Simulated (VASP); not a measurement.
These are PBEsol GGA, VASP's PBE PAW potentials (set 64) (plane waves; VASP) values and carry that method's errors.

Input for VASP

**POSCAR**
```
TiO2
1
    2.6694451643    -2.6685282893    -0.0080086902
    2.6694451643     2.6685282893    -0.0080086902
   -2.6121538071     0.0000000000     4.7900833195
Ti O
2 4
Direct
  0.1280630849   0.8719369151   0.2500000000
  0.8719369151   0.1280630849   0.7500000000
  0.3309957699   0.0865348599   0.6650644365
  0.6690042301   0.9134651401   0.3349355635
  0.9134651401   0.6690042301   0.8349355635
  0.0865348599   0.3309957699   0.1650644365
```

**INCAR**
```
SYSTEM = TiO2
PREC = Accurate
ENCUT = 520
EDIFF = 1E-7
NELM = 100
ALGO = Normal
LREAL = .FALSE.
LASPH = .TRUE.
ISMEAR = -5
GGA = PS
LMAXMIX = 4
LWAVE = .FALSE.
LCHARG = .TRUE.
LORBIT = 11
NEDOS = 601
ISIF = 2
LEFG = .TRUE.
```

**KPOINTS**
```
Automatic mesh
0
Gamma
7 7 5
0 0 0
```

POTCAR, in this order: Ti_sv O (PBE.64 set). Program: vasp_std.

**Question.** Estimate the energy per atom (σ→0).

**Answer.** 
* **energy per atom (σ→0)**: -9.370 eV/atom

File OSZICAR:
```
...
DAV:  10    -0.562190328091E+02   -0.71913E-02   -0.11513E-01  4892   0.260E+00    0.335E-01
DAV:  11    -0.562172028058E+02    0.18300E-02   -0.13961E-02  4700   0.781E-01    0.588E-02
DAV:  12    -0.562173579522E+02   -0.15515E-03   -0.11005E-03  5836   0.312E-01    0.964E-02
DAV:  13    -0.562172895248E+02    0.68427E-04   -0.43648E-04  5616   0.175E-01    0.133E-02
DAV:  14    -0.562172926587E+02   -0.31339E-05   -0.16190E-05  5212   0.325E-02    0.479E-03
DAV:  15    -0.562172928490E+02   -0.19023E-06   -0.11402E-06  5580   0.797E-03    0.222E-03
DAV:  16    -0.562172927720E+02    0.76991E-07   -0.21249E-07  3680   0.489E-03
   1 F= -.56217293E+02 E0= -.56217293E+02  d E =0.000000E+00
```

The structure comes from a computed database's TiO2 entry (C2/c); how it stands against other phases isn't given here. It was relaxed first.
